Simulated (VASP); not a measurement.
Data:

```
CELL_PARAMETERS angstrom
      0.00000     2.17572     2.17572
      2.17572     0.00000     2.17572
      2.17572     2.17572     0.00000
ATOMIC_POSITIONS crystal
  Si 0.00000 0.00000 0.00000
  C  0.25000 0.25000 0.25000
```

Level of theory: r2SCAN+rVV10, VASP's PBE PAW potentials (set 64) (plane waves; VASP 6.6.1). Run with 520 eV cut-off, 19×19×19 Γ-centred mesh, Gaussian smearing of 0.010 eV, potentials Si C.

Problem. The job: SiC (space group F-43m), 2 atoms, r2SCAN+rVV10, optics run with many empty bands, 520 eV, 19×19×19 Γ-centred mesh. Roughly how much core time does it take on a busy server core?

Solution. About 20 core-minutes (one run on a shared machine, a rough figure). It had 220 irreducible k-points, 24 bands, up to 568 plane waves and 23 electronic steps.

The structure comes from a measured SiC entry (F-43m) of the Crystallography Open Database, whose conditions weren't checked. It was relaxed first.
